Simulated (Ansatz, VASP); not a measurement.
# SnAs in two plane-wave programs

Wanted: the spread between two codes on one cell, functional and k mesh. The cell is taken from a series of runs on this material, whose earlier steps may have relaxed, scaled, displaced or heated it; both programs get it as it stands.

Main program and level: Ansatz 0.2.0; plane waves, with VASP 6.6.1 beside it; zone-centre phonons at LDA.

### 1. The starting structure

Symmetry: Fm-3m, No. 225, cubic system. The conventional cell has a = 5.671 Å, b = 5.671 Å, c = 5.671 Å, α = 90.00°, β = 90.00°, γ = 90.00°. Nearest to Sn lie 6 As at 2.84 Å. Nearest to As lie 6 Sn at 2.84 Å. Farther neighbours are not listed.

Structure file:

```cif
data_structure
_symmetry_space_group_name_H-M 'Fm-3m'
_symmetry_Int_Tables_number 225
_cell_length_a 5.6711
_cell_length_b 5.6711
_cell_length_c 5.6711
_cell_angle_alpha 90.000
_cell_angle_beta 90.000
_cell_angle_gamma 90.000
_cell_volume 182.39
loop_
_atom_site_label
_atom_site_type_symbol
_atom_site_symmetry_multiplicity
_atom_site_Wyckoff_symbol
_atom_site_fract_x
_atom_site_fract_y
_atom_site_fract_z
_atom_site_occupancy
Sn1 Sn 4 b 0.50000 0.00000 0.00000 1
As1 As 4 a 0.00000 0.00000 0.00000 1
```

### 2. Ansatz: zone-centre phonons, LDA

Ansatz runs on norm-conserving files, of PseudoDojo where its log says so.

Second derivatives magnify differences that forces hide, and they need a tight electronic threshold.

File input.yaml:

```yaml
crystal:
  lattice:
    - [0.0, 2.8355634375, 2.8355634375]
    - [2.8355634375, 0.0, 2.8355634375]
    - [2.8355634375, 2.8355634375, 0.0]
  atoms:
    - { symbol: Sn, position: [0.5, 0.5, 0.5] }
    - { symbol: As, position: [0.0, 0.0, 0.0] }
kpoints:
  mp_grid: { grid: [12, 12, 12] }
hamiltonian:
  xc: lda
  pseudopotentials: { kind: nc, accuracy: standard }
scf:
  occupations: { method: gaussian, width: 0.27211 }
output:
  eigenvalues: true
basis:
  ecutwfc: 925.187
phonons:
  method: dfpt
```

The run is started by

```bash
$ ansatz run input.yaml --threads 4 --pin off --max-ram 16384MiB --backend cpu --events-out ev --progress --plain --runs-dir out
```

The log of the run:

```text
Warning: basis.ecutwfc = 925.187 eV is below the records' recommended 1088.45545 eV, and the density's cutoff is lower with it unless basis.ecutrho_ratio is high enough to keep the records' density cutoff: compare with a run at a higher cutoff
Engine: ansatz 0.2.0, x86_64-unknown-linux-gnu
Pseudopotentials: kind: nc
Pseudopotential: Sn, nc, valence charge 14, recommended cutoff 979.609905 eV (normal), Sn.nc.azcp (PseudoDojo's, or run here from an input of PseudoDojo's; its table is named by hamiltonian.pseudopotentials.accuracy)
Pseudopotential: As, nc, valence charge 15, recommended cutoff 1088.45545 eV (normal), As.nc.azcp (PseudoDojo's, or run here from an input of PseudoDojo's; its table is named by hamiltonian.pseudopotentials.accuracy)
Functional definition: SPW92
  exchange = slater_x
  correlation = pw_c
Crystal: 2 atoms, lattice volume = 45.598 Å³
Basis set: ecut = 925.187 eV, 2891 PW (Γ), exchange–correlation on 80×80×80 points (8 copies of the dense FFT grid, shifted against one another)
Bands: 19, of which v1, the nominal top of the filled ones, is band 15 counted from 1 (14 counted from 0)
Symmetry: 48 space group operations
k-points: 163 of 1728 (irreducible under 8 space group operations, time reversal used)
Non-local potential: Sn, projectors of the file, l = 0: 2, l = 1: 2, l = 2: 2
Non-local potential: As, projectors of the file, l = 0: 2, l = 1: 2, l = 2: 2
Initial density: superposition of atomic densities (chi_scale 0.1, normalization cell, long waves kept (reshape's long-wave potential 0.00 eV rms))
Initial wavefunctions: pseudopotential atomic-orbital guess
Functional: x = slater, c = lda
SCF iter   1: F=—  HF=-5021.985042 eV  |F-HF|=—  |Δ(HF+E_count)|=         —  Δρ=2.28e-2  dr2=1.53e-1  ethr=3.10e-3  ⟨swp⟩=5.5  Hψ=14432  notcnv=0
preconditioner: auto → Kerker (q_TF=auto, 2.530 Å⁻¹)  [metal: Δε(μ)=0.143 eV  Ē_g=18.380 eV  σ=0.272 eV  W_gap=0.28  n_scr=14 (ndim 8)  ℏωp=24.0 eV  f_vac=0.000  D(μ)=0.49/eV (n_scr^D=0)]
SCF iter   2: F=—  HF=-5021.952775 eV  |F-HF|=—  |Δ(HF+E_count)|=   3.23e-2  Δρ=1.30e-2  dr2=5.86e-2  ethr=5.28e-4  ⟨swp⟩=1.0  Hψ=4401  notcnv=0
SCF iter   3: F=—  HF=-5021.939178 eV  |F-HF|=—  |Δ(HF+E_count)|=   1.36e-2  Δρ=2.64e-3  dr2=1.95e-3  ethr=2.02e-4  ⟨swp⟩=2.0  Hψ=3910  notcnv=0
SCF iter   4: F=—  HF=-5021.939125 eV  |F-HF|=—  |Δ(HF+E_count)|=   5.30e-5  Δρ=9.14e-4  dr2=1.60e-4  ethr=6.72e-6  ⟨swp⟩=2.0  Hψ=5468  notcnv=0
SCF iter   5: F=—  HF=-5021.939087 eV  |F-HF|=—  |Δ(HF+E_count)|=   3.77e-5  Δρ=2.05e-4  dr2=1.91e-5  ethr=5.51e-7  ⟨swp⟩=2.1  Hψ=5323  notcnv=0
SCF iter   6: F=—  HF=-5021.939089 eV  |F-HF|=—  |Δ(HF+E_count)|=   1.96e-6  Δρ=3.92e-5  dr2=7.79e-7  ethr=6.58e-8  ⟨swp⟩=2.0  Hψ=3866  notcnv=0
SCF iter   7: F=—  HF=-5021.939090 eV  |F-HF|=—  |Δ(HF+E_count)|=   9.16e-7  Δρ=4.97e-6  dr2=1.01e-8  ethr=2.69e-9  ⟨swp⟩=2.5  Hψ=5229  notcnv=0
SCF iter   8: F=—  HF=-5021.939090 eV  |F-HF|=—  |Δ(HF+E_count)|=   3.46e-9  Δρ=7.74e-7  dr2=1.62e-10  ethr=3.47e-11  ⟨swp⟩=2.3  Hψ=5484  notcnv=0
SCF iter   9: F=-5021.939090 eV  HF=-5021.939090 eV  |F-HF|=7.28e-12  |Δ(HF+E_count)|=  6.37e-12  Δρ=1.71e-7  dr2=8.79e-12  ethr=1.00e-12  ⟨swp⟩=9.1  Hψ=19298  notcnv=0
SCF 1 converged in 9 iterations: F = -5021.939090 eV  dr2 = 8.79e-12
DFPT response loops at Γ: preconditioner auto → Kerker (q_TF=auto, 2.530 Å⁻¹) (partly filled bands, converged f_vac=0.000); β = 1.00, the filter's whole step (`scf.mixing.beta` (0.50) is not read by the response loops under this deck's `scf.mixing.preconditioner`; to damp them name `kerker` or `kerker_dos`, under which they read `scf.mixing.beta`, and type it under 1.00, their step now; both keys bind the ground state too); Broyden in place of MSR1
SCF converged after 9 iterations
Free energy (F): -5021.939090 eV
Harris-Foulkes:  -5021.939090 eV  (|F-HF|=7.28e-12)
Internal energy: -5021.920758 eV  (E = F + TS)
E sigma→0 (E₀):  -5021.929924 eV
Entropy (-TS):   -0.018332 eV (-9.166 meV/atom)
Fermi energy:    11.534391 eV
--- Per-component energies (eV) ---
  E_band       = -287.213386
  E_kinetic    = 3344.129273
  E_local      = -3371.325585  (includes V_loc(G=0)·N_el)
  E_nonlocal   = -1988.742256
  E_hartree    = 1253.021441
  E_xc         = -1227.408101
  E_vxc        = -777.317676  (∫ρ·V_xc dr)
  E_ewald      = -3031.595529
  E_smearing   = -0.018332  (= −TS)
  E_closure    = -0.000000  (closes the sum)
  Σ components = -5021.939090   (vs F -5021.939090, Δ=0.00e0)
--- Band table (eV; the first three rows and the last of 163) ---
  k-point 0: bands = [... 11 lower, 8.8574, 10.4067, 10.4067, 10.4067, 17.0637, 17.0637, 17.0637, 17.6454]
  k-point 1: bands = [... 11 lower, 8.1054, 10.4158, 10.4158, 10.9903, 16.5155, 16.5158, 16.5158, 17.6551]
  k-point 2: bands = [... 11 lower, 6.8368, 10.4515, 10.4515, 11.7330, 15.5214, 15.5214, 15.6984, 17.7016]
  k-point 162: bands = [... 11 lower, 4.2937, 6.5599, 6.5599, 12.4634, 13.6984, 17.6036, 17.6036, 20.5011]
--- Phonons (Γ-DFPT): 2 representative perturbations + reference, on 163 of 1728 k-points (Σ response iterations 7) ---
  k mesh reduced under 8 symmetry operations, with k and −k counted as one. Each operation leaves every solved perturbation unchanged. A smaller set is not used because it would not reduce the number of displacements times k-points to solve
  ASR residual: 1.420e-4 → 0.000e0 eV/Å²; symmetrization residual: 9.885e-5 eV/Å²
  ASR residual per site (eV/Å²): 1.42e-4 1.26e-4
  Γ frequencies (cm⁻¹): 0.00 0.00 0.00 95.92 95.92 95.92
  non-analytic LO–TO correction: not included (Born effective charges unavailable; polar crystals: no LO–TO splitting at Γ)
```

### 3. VASP: zone-centre phonons, LDA

The same cell, functional (in two slightly different forms), mesh and smearing now go to VASP, with its own data sets.

Lines of VASP's logs that name or quote its potential files are left out, and so is its time.

File INCAR:

```
SYSTEM = SnAs
PREC = Accurate
ENCUT = 500
EDIFF = 1E-08
NELM = 120
ISMEAR = 0
SIGMA = 0.27211
LREAL = .FALSE.
ALGO = Normal
GGA = CA
NBANDS = 15
LORBIT = 11
LWAVE = .FALSE.
LCHARG = .FALSE.
ISIF = 2
IBRION = 8
LASPH = .TRUE.
GGA_COMPAT = .FALSE.
KPAR = 2
```

File POSCAR:

```
SnAs
1.0
    0.0000000000      2.8355634375      2.8355634375
    2.8355634375      0.0000000000      2.8355634375
    2.8355634375      2.8355634375      0.0000000000
Sn As
1 1
Direct
    0.5000000000      0.5000000000      0.5000000000
    0.0000000000      0.0000000000      0.0000000000
```

File KPOINTS:

```
Automatic mesh
0
Gamma
12 12 12
0 0 0
```

The projector-augmented-wave data sets are Sn_d and As (LDA family, release 64).

The run is started by

```bash
$ mpirun -np 2 vasp_std
```

The log of the run:

```text
[banner, memory and clock lines left out]
running    2 mpi-ranks, on    1 nodes
 distrk:  each k-point on    1 cores,    2 groups
 distr:  one band on    1 cores,    1 groups

 POSCAR found type information on POSCAR SnAs
 POSCAR found :  2 types and       2 ions
 LDA part: xc-table for (Slater(with rela. corr.)+CA(PZ))
 , standard interpolation
 POSCAR, INCAR and KPOINTS ok, starting setup
 FFT: planning ... GRIDC
 FFT: planning ... GRID_SOFT
 FFT: planning ... GRID
 WAVECAR not read
 entering main loop
       N       E                     dE             d eps       ncg     rms          rms(c)
DAV:   1     0.107687068828E+03    0.10769E+03   -0.94401E+03  2202   0.159E+03
DAV:   2    -0.177932162576E+01   -0.10947E+03   -0.10657E+03  2356   0.359E+02
DAV:   3    -0.100256869652E+02   -0.82464E+01   -0.81776E+01  2741   0.839E+01
DAV:   4    -0.102001666172E+02   -0.17448E+00   -0.17444E+00  2517   0.135E+01
DAV:   5    -0.102051819729E+02   -0.50154E-02   -0.50153E-02  2973   0.227E+00    0.296E+00
DAV:   6    -0.100927647486E+02    0.11242E+00   -0.19957E-01  3287   0.450E+00    0.176E+00
DAV:   7    -0.100808085437E+02    0.11956E-01   -0.47176E-02  2887   0.156E+00    0.567E-01
DAV:   8    -0.100790431507E+02    0.17654E-02   -0.42678E-03  2706   0.744E-01    0.741E-02
DAV:   9    -0.100789864483E+02    0.56702E-04   -0.36428E-04  2866   0.217E-01    0.633E-02
DAV:  10    -0.100789873053E+02   -0.85693E-06   -0.28387E-05  2645   0.391E-02    0.321E-02
DAV:  11    -0.100789860034E+02    0.13018E-05   -0.61688E-06  3255   0.234E-02    0.892E-03
DAV:  12    -0.100789860287E+02   -0.25262E-07   -0.12101E-06  2875   0.141E-02    0.290E-03
DAV:  13    -0.100789860242E+02    0.44543E-08   -0.37082E-08  2531   0.189E-03
   1 F= -.10078986E+02 E0= -.10069867E+02  d E =-.182372E-01
 Linear response reoptimize wavefunctions to high precision
DAV:   1    -0.100789860105E+02    0.13694E-07   -0.52907E-08  2982   0.280E-03
DAV:   2    -0.100789860108E+02   -0.29740E-09   -0.30768E-09  2370   0.365E-04
DAV:   3    -0.100789860108E+02    0.22737E-10   -0.16923E-11  1514   0.411E-05
 Linear response DOF=           2
 Linear response progress:
  Degree of freedom:   1/  2
       N       E                     dE             d eps       ncg     rms          rms(c)
RMM:   1    -0.214052687733E+00   -0.21405E+00    0.59587E-01  5933   0.123E+01
RMM:   2    -0.220041379563E+00   -0.59887E-02   -0.11555E-02  8592   0.960E-01    0.547E-02
RMM:   3    -0.220085584210E+00   -0.44205E-04   -0.92241E-04  9188   0.254E-01    0.286E-02
RMM:   4    -0.219982147051E+00    0.10344E-03   -0.61681E-05  9411   0.700E-02    0.910E-03
RMM:   5    -0.219963684581E+00    0.18462E-04   -0.86864E-06  9450   0.227E-02    0.284E-03
RMM:   6    -0.219965927214E+00   -0.22426E-05   -0.15272E-06  9656   0.749E-03    0.124E-03
RMM:   7    -0.219966644816E+00   -0.71760E-06   -0.43573E-07  9745   0.290E-03    0.696E-04
RMM:   8    -0.219965439336E+00    0.12055E-05    0.25075E-07  9379   0.123E-03    0.834E-05
RMM:   9    -0.219965048741E+00    0.39059E-06    0.10284E-06  9942   0.575E-04    0.444E-05
RMM:  10    -0.219965077656E+00   -0.28915E-07    0.95128E-07 10332   0.279E-04    0.495E-05
RMM:  11    -0.219965031169E+00    0.46487E-07    0.60234E-07  9872   0.149E-04    0.396E-05
RMM:  12    -0.219964952577E+00    0.78593E-07    0.28557E-07  9985   0.815E-05    0.416E-05
 first order change of Fermi-energy  -0.31210E-03
 force on displaced ion       1 direction 1 :  -1.578   0.000   0.000
 Linear response progress:
  Degree of freedom:   2/  2
       N       E                     dE             d eps       ncg     rms          rms(c)
RMM:   1    -0.432716852401E-01   -0.43272E-01    0.74094E-02 10228   0.104E+00
RMM:   2    -0.441338192019E-01   -0.86213E-03   -0.16848E-03  8899   0.223E-01    0.635E-02
RMM:   3    -0.442657608876E-01   -0.13194E-03   -0.14634E-04  9069   0.636E-02    0.348E-02
RMM:   4    -0.444782387977E-01   -0.21248E-03   -0.28821E-05  9105   0.325E-02    0.569E-03
RMM:   5    -0.445100905417E-01   -0.31852E-04   -0.17514E-06  9235   0.904E-03    0.229E-03
RMM:   6    -0.444992924858E-01    0.10798E-04   -0.10591E-07  9289   0.227E-03    0.990E-04
RMM:   7    -0.444965978366E-01    0.26946E-05   -0.11577E-08  9375   0.620E-04    0.668E-05
RMM:   8    -0.444964862393E-01    0.11160E-06    0.30956E-08  9611   0.155E-04    0.182E-05
RMM:   9    -0.444964338173E-01    0.52422E-07    0.15124E-07  9803   0.515E-05    0.515E-06
RMM:  10    -0.444964377996E-01   -0.39823E-08   -0.76733E-08 10159   0.163E-05    0.285E-06
 first order change of Fermi-energy   0.65084E-03
 force on displaced ion       2 direction 1 :  -1.586   0.000   0.000
 Linear response finished
```

From OUTCAR (step 3):

```text
ion  position               nearest neighbor table
   1  0.500  0.500  0.500-   2 2.84   2 2.84   2 2.84   2 2.84   2 2.84   2 2.84
   2  0.000  0.000  0.000-   1 2.84   1 2.84   1 2.84   1 2.84   1 2.84   1 2.84

  LATTYP: Found a face centered cubic cell.
 ALAT       =     5.6711268750

 Subroutine GETGRP returns: Found 48 space group operations
 (whereof 48 operations were pure point group operations)

The static configuration has the point symmetry O_h .

 Found     72 irreducible k-points:

   k-points           NKPTS =     72   k-points in BZ     NKDIM =     72   number of bands    NBANDS=     15

   dimension x,y,z NGX =    30 NGY =   30 NGZ =   30
   dimension x,y,z NGXF=    60 NGYF=   60 NGZF=   60

   ENCUT  =  500.0 eV  36.75 Ry    6.06 a.u.   7.31  7.31  7.31*2*pi/ulx,y,z

   NELECT =      19.0000    total number of electrons

 k-points in reciprocal lattice and weights: Automatic mesh
   0.00000000  0.00000000  0.00000000       0.001
   0.08333333  0.00000000  0.00000000       0.005
   0.16666667  0.00000000  0.00000000       0.005
   0.25000000  0.00000000  0.00000000       0.005
   0.33333333  0.00000000  0.00000000       0.005
   0.41666667  0.00000000  0.00000000       0.005
   0.50000000  0.00000000  0.00000000       0.002
   0.08333333  0.08333333  0.00000000       0.003
   0.16666667  0.08333333  0.00000000       0.014
[...]
-0.33333333  0.50000000  0.16666667       0.007
  -0.25000000  0.50000000  0.25000000       0.003

 average (electrostatic) potential at core
       1 -99.5846       2 -50.7103

  Total        0.0361719      0.0361719      0.0361719      0.0000000     -0.0000000      0.0000000
  in kB        1.2709671      1.2709671      1.2709671      0.0000000     -0.0000000      0.0000000
  external PRESSURE =       1.2709671 kB  Pullay stress =       0.0000000 kB

  energy-cutoff  :      500.00
  volume of cell :       45.60
      direct lattice vectors                 reciprocal lattice vectors
     0.000000000  2.835563437  2.835563437    -0.176331798  0.176331798  0.176331798
     2.835563437  0.000000000  2.835563437     0.176331798 -0.176331798  0.176331798
     2.835563437  2.835563437  0.000000000     0.176331798  0.176331798 -0.176331798

 POSITION                                       TOTAL-FORCE (eV/Angst)
 -----------------------------------------------------------------------------------
      2.83556      2.83556      2.83556        -0.000000     -0.000000      0.000000
      0.00000      0.00000      0.00000         0.000000      0.000000     -0.000000
 -----------------------------------------------------------------------------------
    total drift:                                0.000000      0.000000      0.000000

 Eigenvectors and eigenvalues of the dynamical matrix
 ----------------------------------------------------

   1 f  =    2.901937 THz    18.233410 2PiTHz   96.798208 cm-1    12.001443 meV
             X         Y         Z           dx          dy          dz
      2.835563  2.835563  2.835563     0.000000    0.621094    0.000000
      0.000000  0.000000  0.000000     0.000000   -0.783736    0.000000

   2 f  =    2.901937 THz    18.233410 2PiTHz   96.798208 cm-1    12.001443 meV
             X         Y         Z           dx          dy          dz
      2.835563  2.835563  2.835563    -0.621094    0.000000    0.000000
      0.000000  0.000000  0.000000     0.783736    0.000000    0.000000

   3 f  =    2.901937 THz    18.233410 2PiTHz   96.798208 cm-1    12.001443 meV
             X         Y         Z           dx          dy          dz
      2.835563  2.835563  2.835563     0.000000    0.000000   -0.621094
      0.000000  0.000000  0.000000     0.000000    0.000000    0.783736

   4 f/i=    0.003493 THz     0.021945 2PiTHz    0.116503 cm-1     0.014444 meV
             X         Y         Z           dx          dy          dz
      2.835563  2.835563  2.835563     0.783736    0.000000    0.000000
      0.000000  0.000000  0.000000     0.621094    0.000000    0.000000

   5 f/i=    0.003493 THz     0.021945 2PiTHz    0.116503 cm-1     0.014444 meV
             X         Y         Z           dx          dy          dz
      2.835563  2.835563  2.835563     0.000000   -0.783736    0.000000
      0.000000  0.000000  0.000000     0.000000   -0.621094    0.000000

   6 f/i=    0.003493 THz     0.021945 2PiTHz    0.116503 cm-1     0.014444 meV
             X         Y         Z           dx          dy          dz
      2.835563  2.835563  2.835563     0.000000    0.000000    0.783736
      0.000000  0.000000  0.000000     0.000000    0.000000    0.621094

 ELASTIC MODULI CONTR FROM IONIC RELAXATION (kBar)
 Direction    XX          YY          ZZ          XY          YZ          ZX
 --------------------------------------------------------------------------------
 XX           0.0000      0.0000      0.0000      0.0000      0.0000      0.0000
 YY           0.0000      0.0000      0.0000      0.0000      0.0000      0.0000
 ZZ           0.0000      0.0000      0.0000      0.0000      0.0000      0.0000
 XY           0.0000      0.0000      0.0000      0.0000      0.0000      0.0000
 YZ           0.0000      0.0000      0.0000      0.0000      0.0000      0.0000
 ZX           0.0000      0.0000      0.0000      0.0000      0.0000      0.0000
 --------------------------------------------------------------------------------
```

This run has no spin polarisation. Its electron count is odd, so without a moment it is a metal by construction. Energies printed during the response cycles are not total energies of the cell.

### 4. Comparison

Known differences besides the potentials themselves: the two LDA forms differ slightly; the data sets hold 29 valence electrons in Ansatz (on norm-conserving files, of PseudoDojo where its log says so) and 19 in VASP; the cutoff is 925.187 eV in Ansatz and 500 eV in VASP; VASP's log shows a relativistic correction to its local exchange, Ansatz's none; Ansatz's log warns that its cutoff lies below the recommended one. Total energies have different zeros and are not compared.

Both answers:

```
                  quantity  Ansatz  VASP  difference
optical mode 1 to 3 (cm⁻¹)    95.9  96.8     -0.91 %
```

Modes are paired by rising frequency, not by their patterns, so a pair may set unlike modes beside each other; they are those without the splitting of longitudinal modes.

### 5. Results

```yaml
r_m_s_difference_of_the_optical_zone_centre_modes_each_program_s_sorted_by_frequency_zone_centre_phonons_lda: 0.88 cm⁻¹
difference_in_optical_mode_1_to_3_zone_centre_phonons_lda: -0.9 %
```

**Reading.** The r.m.s. difference of the optical zone-centre modes, each program's sorted by frequency is 0.88 cm⁻¹ (zone-centre phonons, LDA). The data sets hold unlike numbers of valence electrons (29 in Ansatz and 19 in VASP), so part of the differences comes from the potentials. Among the rows given in per cent, the largest difference of the zone-centre phonons, LDA pair is in optical mode 1 to 3, -0.9 %. How closely two codes agree says nothing of how well the functional describes the real material.

[Lines on the potential files, build, host, timing and source positions are cut from VASP's logs without a mark.]

[Logs are printed without paths, hosts, clocks, repeated set-up lines and the standing remarks that a program may print on its own settings, such as how far it seeks lower states.]

[Hosts, paths, dates, database ids (printed as entryN), source tags and the programs' standing remarks are cut or masked in the printed files.]
